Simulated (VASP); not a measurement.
# GaGe (F-43m) in VASP: further runs

The runs below take GaGe through single point, with r2SCAN.

All numbers are computed with VASP 6.6.1; they aren't measurements. Logs are shortened: lines on timing, memory, paths and dates and some standing lists are left out, and cuts for length are marked.

### 1 The crystal as given

It takes space group F-43m (No. 216, cubic). The conventional cell has a = 5.796 Å, b = 5.796 Å, c = 5.796 Å, α = 90.00°, β = 90.00°, γ = 90.00°. Ge (site symmetry -43m) is surrounded by 4 Ga at 2.51 Å. Ga (site symmetry -43m) has 4 Ge at 2.51 Å as nearest neighbours.

The cell comes from a database or a generator and needn't be the stable form of this composition.

### 2 Single point, r2SCAN

The input, INCAR:

```
SYSTEM = GaGe
PREC = Accurate ; ENCUT = 550
EDIFF = 1E-6 ; ISMEAR = -1
SIGMA = 0.1 ; LREAL = .False.
LASPH = .True. ; NELM = 100
ALGO = Normal ; ISIF = 2
LWAVE = .False. ; LCHARG = .False.
METAGGA = R2SCAN ; LMIXTAU = .True.
NBANDS = 10 ; ADDGRID = .False.
```

The input, KPOINTS:

```
regular mesh
0
Gamma
  3 3 3
  0 0 0
```

The input, POSCAR:

```
GaGe
1.0
    0.0000000000      2.8978440000      2.8978440000
    2.8978440000      0.0000000000      2.8978440000
    2.8978440000      2.8978440000      0.0000000000
Ge Ga
1 1
Direct
    0.0000000000      0.0000000000      0.0000000000
    0.2500000000      0.2500000000      0.2500000000
```

Potentials or basis: VASP PAW PBE potentials, release 64 (Ge, Ga).

Launch:

```
cat potpaw_PBE.64/Ge/POTCAR potpaw_PBE.64/Ga/POTCAR > POTCAR
mpirun -np 1 vasp_std > vasp.out
```

OUTCAR:

```text
SYSTEM = GaGe
   PREC = Accurate
   ENCUT = 550
   EDIFF = 1E-6
   ISMEAR = -1
   LREAL = .False.
   LASPH = .True.
   NELM = 100
   ISIF = 2
   METAGGA = R2SCAN

 Found      4 irreducible k-points:

 Following reciprocal coordinates:
            Coordinates               Weight
  0.000000  0.000000  0.000000      1.000000
  0.333333  0.000000  0.000000      8.000000
  0.333333  0.333333  0.000000      6.000000
 -0.333333  0.333333  0.000000     12.000000
   k-points           NKPTS =      4   k-points in BZ     NKDIM =      4   number of bands    NBANDS=     10
   number of dos      NEDOS =    301   number of ions     NIONS =      2
   total plane-waves  NPLWV =  32768
   dimension x,y,z NGX =    32 NGY =   32 NGZ =   32
   dimension x,y,z NGXF=    64 NGYF=   64 NGZF=   64
   ions per type =               1   1
   NGX,Y,Z   is equivalent  to a cutoff of  12.98, 12.98, 12.98 a.u.
   NGXF,Y,Z  is equivalent  to a cutoff of  25.96, 25.96, 25.96 a.u.
 SYSTEM =  GaGe
   PREC   = accura    normal or accurate (medium, high low for compatibility)
   ISTART =      0    job   : 0-new  1-cont  2-samecut
   ICHARG =      2    charge: 1-file 2-atom 10-const
   ISPIN  =      1    spin polarized calculation?
   LNONCOLLINEAR =      F non collinear calculations
   LSORBIT =      F    spin-orbit coupling
   LASPH  =      T    aspherical Exc in radial PAW
   ENCUT  =  550.0 eV  40.42 Ry    6.36 a.u.   7.84  7.84  7.84*2*pi/ulx,y,z
   NELM   =    100;   NELMIN=  2; NELMDL= -5     # of ELM steps
   EDIFF  = 0.1E-05   stopping-criterion for ELM
   LREAL  =      F    real-space projection
   EDIFFG = 0.1E-04   stopping-criterion for IOM
   NSW    =      0    number of steps for IOM
   IBRION =     -1    ionic relax: 0-MD 1-quasi-New 2-CG
   NFREE  =      0    steps in history (QN), initial steepest desc. (CG)
   ISIF   =      2    stress and relaxation
   ISYM   =      2    0-nonsym 1-usesym 2-fastsym
   POTIM  = 0.5000    time-step for ionic-motion
   TEBEG  =    0.0;   TEEND  =   0.0 temperature during run
   PSTRESS=    0.0 pullay stress
   NELECT =       7.0000    total number of electrons
   NUPDOWN=      -1.0000    fix difference up-down
   EMIN   =  10.00;   EMAX   =-10.00  energy-range for DOS
   EFERMI =   0.00;   METHOD = LEGACY
   ISMEAR =    -1;   SIGMA  =   0.10  broadening in eV -4-tet -1-fermi 0-gaus
   EFERMI_NEDOS =   21; number of points for ismear=-14 and -15
   IALGO  =     38    algorithm
   IMIX   =      4    mixing-type and parameters
     AMIX     =   0.40;   BMIX     =  1.00
     AMIX_MAG =   1.60;   BMIX_MAG =  1.00
  volume/ion in A,a.u.               =      24.33       164.22
  Fermi-wavevector in a.u.,A,eV,Ry     =   0.857740  1.620894 10.010058  0.735719
  Thomas-Fermi vector in A             =   1.974840
   LORBIT       =      0    0 simple, 1 ext, 2 COOP (PROOUT), +10 PAW based schemes
   METAGGA = R2SCAN    functional components
   LHFCALC =     F    Hartree Fock is set to
   AEXX    =    0.0000 exact exchange contribution
   IVDW    =     0    specifies the selected vdW correction
   LEPSILON=     F    determine dielectric tensor
   LRPA    =     F    only Hartree local field effects (RPA)
 non-spin polarized calculation
  energy-cutoff  :      550.00
  volume of cell :       48.67
 maximum number of plane-waves:      1430
   NGX = 15   NGY = 15   NGZ = 15

 number of electron       7.0000000 magnetization

 Free energy of the ion-electron system (eV)
  ---------------------------------------------------
  ext. energy  EPLUGINS =         0.00000000
  ---------------------------------------------------
  free energy    TOTEN  =       -24.65856693 eV

  energy without entropy =      -24.58227949  energy(sigma->0) =      -24.62042321

 E-fermi :   1.7735     XC(G=0):  -9.1103

 val. band max:        0.6745803166   @ k =  -0.3333   0.3333   0.0000
 cond. band min:       1.8381114295   @ k =   0.3333   0.0000   0.0000
 fundamental gap:      1.1635311129
 Fermi energy:         1.7734543047

 k-point     1 :       0.0000    0.0000    0.0000
  band No.  band energies     occupation
      1      -9.7395      2.00000
      2       2.9757      0.00001
      3       2.9757      0.00001
      4       2.9757      0.00001
      5       3.8405      0.00000
      6       5.8350      0.00000
      7       5.8350      0.00000
      8       5.8350      0.00000
      9       9.6244      0.00000
     10      12.2774      0.00000

 k-point     2 :       0.3333    0.0000    0.0000
  band No.  band energies     occupation
      1      -8.5002      2.00000
      2      -2.8462      2.00000
      3       1.8381      0.68753
      4       1.8381      0.68752
      5       3.8861      0.00000
      6       6.9516      0.00000
      7       6.9516      0.00000
      8      10.0839      0.00000
      9      10.9789      0.00000
     10      11.8859      0.00000

 k-point     3 :       0.3333    0.3333    0.0000
  band No.  band energies     occupation
      1      -8.0163      2.00000
      2      -2.7899      2.00000
      3       0.3729      2.00000
      4       0.3729      2.00000
      5       3.8358      0.00000
      6       5.0961      0.00000
      7      10.6079      0.00000
      8      10.6079      0.00000
      9      11.6737      0.00000
     10      14.0811      0.00000

 k-point     4 :      -0.3333    0.3333    0.0000
  band No.  band energies     occupation
      1      -6.9760      2.00000
      2      -4.2631      2.00000
      3      -1.5112      2.00000
      4       0.6746      1.99997
      5       4.6213      0.00000
      6       8.7861      0.00000
      7       9.6495      0.00000
      8       9.8976      0.00000
      9      10.2456      0.00000
     10      11.8247      0.00000

------------------------ aborting loop because EDIFF is reached ----------------------------------------

  FORCE on cell =-STRESS in cart. coord.  units (eV):
  Direction    XX          YY          ZZ          XY          YZ          ZX
  --------------------------------------------------------------------------------------
  -------------------------------------------------------------------------------------
  Total       -0.6969754     -0.6969754     -0.6969754     -0.0000000     -0.0000000      0.0000000
  in kB      -22.9442072    -22.9442072    -22.9442072     -0.0000000     -0.0000000      0.0000000
  external PRESSURE =     -22.9442072 kB  Pullay stress =       0.0000000 kB

 VOLUME and BASIS-vectors are now :
 -----------------------------------------------------------------------------
  energy-cutoff  :      550.00
  volume of cell :       48.67
      direct lattice vectors                 reciprocal lattice vectors
     0.000000000  2.897844000  2.897844000    -0.172542069  0.172542069  0.172542069
     2.897844000  0.000000000  2.897844000     0.172542069 -0.172542069  0.172542069
     2.897844000  2.897844000  0.000000000     0.172542069  0.172542069 -0.172542069

 POSITION                                       TOTAL-FORCE (eV/Angst)
 -----------------------------------------------------------------------------------
      0.00000      0.00000      0.00000        -0.000000     -0.000000     -0.000000
      1.44892      1.44892      1.44892         0.000000      0.000000      0.000000
 -----------------------------------------------------------------------------------
    total drift:                                0.000000      0.000000      0.000000

  FREE ENERGIE OF THE ION-ELECTRON SYSTEM (eV)
  ---------------------------------------------------
  free  energy   TOTEN  =       -24.6585669324 eV

  energy  without entropy=      -24.5822794924  energy(sigma->0) =      -24.62042321
```

It took 16 s on 1 thread of Intel Xeon Platinum 8488C (Sapphire Rapids), shared host; peak memory 0.18 GiB.

The run converged, but some of its settings lie outside the range that counts as converged, so its numbers aren't taken as properties of the crystal.

What came out:

```yaml
Free_energy: -24.6586 eV
Pressure: -2.3 GPa
Band_gap_on_the_k_mesh: none (metal or under the smearing width)
```

Caveat: the k mesh is coarse (spacing up to 0.63 Å⁻¹), so the values aren't converged; the PAW data sets were made with another functional, which shifts forces and pressure a little.

### 3 Single point, r2SCAN

INCAR: that of step 2 with these lines changed.

```diff
@@ -1,3 +1,3 @@
 SYSTEM = GaGe
-PREC = Accurate ; ENCUT = 550
+PREC = Accurate ; ENCUT = 350
 EDIFF = 1E-6 ; ISMEAR = -1
```

The input, KPOINTS:

```
regular mesh
0
Gamma
  4 4 4
  0 0 0
```

POSCAR is that of step 2.

Potentials or basis: VASP PAW PBE potentials, release 64 (Ge, Ga).

Launch:

```
cat potpaw_PBE.64/Ge/POTCAR potpaw_PBE.64/Ga/POTCAR > POTCAR
mpirun -np 1 vasp_std > vasp.out
```

OUTCAR:

```text
SYSTEM = GaGe
   PREC = Accurate
   ENCUT = 350
   EDIFF = 1E-6
   ISMEAR = -1
   LREAL = .False.
   LASPH = .True.
   NELM = 100
   ISIF = 2
   METAGGA = R2SCAN

 Found      8 irreducible k-points:

 Following reciprocal coordinates:
            Coordinates               Weight
  0.000000  0.000000  0.000000      1.000000
  0.250000  0.000000  0.000000      8.000000
  0.500000  0.000000  0.000000      4.000000
  0.250000  0.250000  0.000000      6.000000
  0.500000  0.250000  0.000000     24.000000
 -0.250000  0.250000  0.000000     12.000000
   k-points           NKPTS =      8   k-points in BZ     NKDIM =      8   number of bands    NBANDS=     10
   number of dos      NEDOS =    301   number of ions     NIONS =      2
   total plane-waves  NPLWV =  21952
   dimension x,y,z NGX =    28 NGY =   28 NGZ =   28
   dimension x,y,z NGXF=    56 NGYF=   56 NGZF=   56
   ions per type =               1   1
   NGX,Y,Z   is equivalent  to a cutoff of  11.36, 11.36, 11.36 a.u.
   NGXF,Y,Z  is equivalent  to a cutoff of  22.72, 22.72, 22.72 a.u.
 SYSTEM =  GaGe
   PREC   = accura    normal or accurate (medium, high low for compatibility)
   ISTART =      0    job   : 0-new  1-cont  2-samecut
   ICHARG =      2    charge: 1-file 2-atom 10-const
   ISPIN  =      1    spin polarized calculation?
   LNONCOLLINEAR =      F non collinear calculations
   LSORBIT =      F    spin-orbit coupling
   LASPH  =      T    aspherical Exc in radial PAW
   ENCUT  =  350.0 eV  25.72 Ry    5.07 a.u.   6.25  6.25  6.25*2*pi/ulx,y,z
   NELM   =    100;   NELMIN=  2; NELMDL= -5     # of ELM steps
   EDIFF  = 0.1E-05   stopping-criterion for ELM
   LREAL  =      F    real-space projection
   EDIFFG = 0.1E-04   stopping-criterion for IOM
   NSW    =      0    number of steps for IOM
   IBRION =     -1    ionic relax: 0-MD 1-quasi-New 2-CG
   NFREE  =      0    steps in history (QN), initial steepest desc. (CG)
   ISIF   =      2    stress and relaxation
   ISYM   =      2    0-nonsym 1-usesym 2-fastsym
   POTIM  = 0.5000    time-step for ionic-motion
   TEBEG  =    0.0;   TEEND  =   0.0 temperature during run
   PSTRESS=    0.0 pullay stress
   NELECT =       7.0000    total number of electrons
   NUPDOWN=      -1.0000    fix difference up-down
   EMIN   =  10.00;   EMAX   =-10.00  energy-range for DOS
   EFERMI =   0.00;   METHOD = LEGACY
   ISMEAR =    -1;   SIGMA  =   0.10  broadening in eV -4-tet -1-fermi 0-gaus
   EFERMI_NEDOS =   21; number of points for ismear=-14 and -15
   IALGO  =     38    algorithm
   IMIX   =      4    mixing-type and parameters
     AMIX     =   0.40;   BMIX     =  1.00
     AMIX_MAG =   1.60;   BMIX_MAG =  1.00
  volume/ion in A,a.u.               =      24.33       164.22
  Fermi-wavevector in a.u.,A,eV,Ry     =   0.857740  1.620894 10.010058  0.735719
  Thomas-Fermi vector in A             =   1.974840
   LORBIT       =      0    0 simple, 1 ext, 2 COOP (PROOUT), +10 PAW based schemes
   METAGGA = R2SCAN    functional components
   LHFCALC =     F    Hartree Fock is set to
   AEXX    =    0.0000 exact exchange contribution
   IVDW    =     0    specifies the selected vdW correction
   LEPSILON=     F    determine dielectric tensor
   LRPA    =     F    only Hartree local field effects (RPA)
 non-spin polarized calculation
  energy-cutoff  :      350.00
  volume of cell :       48.67
 maximum number of plane-waves:       740
 NGX is ok and might be reduce to    28
   NGX = 13   NGY = 13   NGZ = 13

 number of electron       7.0000000 magnetization

 Free energy of the ion-electron system (eV)
  ---------------------------------------------------
  ext. energy  EPLUGINS =         0.00000000
  ---------------------------------------------------
  free energy    TOTEN  =       -24.96304506 eV

  energy without entropy =      -24.92214384  energy(sigma->0) =      -24.94259445

 E-fermi :   1.4319     XC(G=0):  -9.1402

 val. band max:        0.9117230715   @ k =   0.2500   0.2500   0.0000
 cond. band min:       1.4563602574   @ k =  -0.2500   0.2500   0.0000
 fundamental gap:      0.5446371860
 Fermi energy:         1.4318563520

 k-point     1 :       0.0000    0.0000    0.0000
  band No.  band energies     occupation
      1      -9.7886      2.00000
      2       2.9297      0.00000
      3       2.9297      0.00000
      4       2.9297      0.00000
      5       3.7865      0.00000
      6       5.8075      0.00000
      7       5.8075      0.00000
      8       5.8075      0.00000
      9       9.6130      0.00000
     10      12.2606      0.00000
[... 53 lines left out ...]
 k-point     6 :      -0.2500    0.2500    0.0000
  band No.  band energies     occupation
      1      -7.9681      2.00000
      2      -3.1921      2.00000
      3      -0.9217      2.00000
      4       1.4564      0.87809
      5       5.2219      0.00000
      6       7.9737      0.00000
      7       8.2533      0.00000
      8       8.4528      0.00000
      9      10.5447      0.00000
     10      12.6351      0.00000

 [... further k-points ...]

------------------------ aborting loop because EDIFF is reached ----------------------------------------

  FORCE on cell =-STRESS in cart. coord.  units (eV):
  Direction    XX          YY          ZZ          XY          YZ          ZX
  --------------------------------------------------------------------------------------
  -------------------------------------------------------------------------------------
  Total       -0.7932607     -0.7932607     -0.7932607     -0.0000000      0.0000000     -0.0000000
  in kB      -26.1138885    -26.1138885    -26.1138885     -0.0000000      0.0000000     -0.0000000
  external PRESSURE =     -26.1138885 kB  Pullay stress =       0.0000000 kB

 VOLUME and BASIS-vectors are now :
 -----------------------------------------------------------------------------
  energy-cutoff  :      350.00
  volume of cell :       48.67
      direct lattice vectors                 reciprocal lattice vectors
     0.000000000  2.897844000  2.897844000    -0.172542069  0.172542069  0.172542069
     2.897844000  0.000000000  2.897844000     0.172542069 -0.172542069  0.172542069
     2.897844000  2.897844000  0.000000000     0.172542069  0.172542069 -0.172542069

 POSITION                                       TOTAL-FORCE (eV/Angst)
 -----------------------------------------------------------------------------------
      0.00000      0.00000      0.00000         0.000000      0.000000      0.000000
      1.44892      1.44892      1.44892        -0.000000     -0.000000     -0.000000
 -----------------------------------------------------------------------------------
    total drift:                                0.000000      0.000000      0.000000

  FREE ENERGIE OF THE ION-ELECTRON SYSTEM (eV)
  ---------------------------------------------------
  free  energy   TOTEN  =       -24.9630450578 eV

  energy  without entropy=      -24.9221438370  energy(sigma->0) =      -24.94259445
```

OSZICAR:

```text
N       E                     dE             d eps       ncg     rms          rms(c)
DAV:   1    -0.119955464622E+02   -0.11996E+02   -0.21289E+03   160   0.402E+02
DAV:   2    -0.252699282446E+02   -0.13274E+02   -0.12917E+02   236   0.607E+01
DAV:   3    -0.255559689919E+02   -0.28604E+00   -0.28337E+00   216   0.939E+00
DAV:   4    -0.255565867152E+02   -0.61772E-03   -0.61751E-03   190   0.516E-01
DAV:   5    -0.255565876785E+02   -0.96331E-06   -0.96328E-06   190   0.207E-02    0.302E+00
DAV:   6    -0.249044301733E+02    0.65216E+00   -0.17800E-01   166   0.258E+00    0.200E+00
DAV:   7    -0.249859094320E+02   -0.81479E-01   -0.11131E-01   160   0.197E+00    0.183E-01
DAV:   8    -0.249206985321E+02    0.65211E-01   -0.94951E-02   160   0.194E+00    0.224E-01
DAV:   9    -0.249479315858E+02   -0.27233E-01   -0.43185E-03   176   0.405E-01    0.904E-02
DAV:  10    -0.249612865533E+02   -0.13355E-01   -0.54727E-03   164   0.547E-01    0.340E-02
DAV:  11    -0.249624188803E+02   -0.11323E-02   -0.19444E-04   180   0.989E-02    0.208E-02
DAV:  12    -0.249628198168E+02   -0.40094E-03   -0.29142E-04   166   0.121E-01    0.132E-02
DAV:  13    -0.249629883751E+02   -0.16856E-03   -0.80810E-05   174   0.621E-02    0.565E-03
DAV:  14    -0.249630303373E+02   -0.41962E-04   -0.96891E-06   180   0.222E-02    0.309E-03
DAV:  15    -0.249630404576E+02   -0.10120E-04   -0.33986E-06   174   0.121E-02    0.158E-03
DAV:  16    -0.249630448574E+02   -0.43997E-05   -0.21454E-06   174   0.107E-02    0.643E-04
DAV:  17    -0.249630450578E+02   -0.20045E-06   -0.17043E-07    98   0.296E-03
   1 F= -.24963045E+02 E0= -.24942594E+02  d E =-.409012E-01
```

Run time: 18 s. Hardware: 1 thread of Intel Xeon Platinum 8488C (Sapphire Rapids), shared host; peak memory 0.15 GiB.

These settings aren't checked as converged: the numbers below hold their error.

Results:

- Free energy: -24.9630 eV
- Pressure: -2.6 GPa
- Band gap on the k mesh: none (metal or under the smearing width)

Caveat: the k mesh is coarse (spacing up to 0.47 Å⁻¹), so the values aren't converged; the PAW data sets were made with another functional, which shifts forces and pressure a little.

(Part 1 of 2 ends here.)
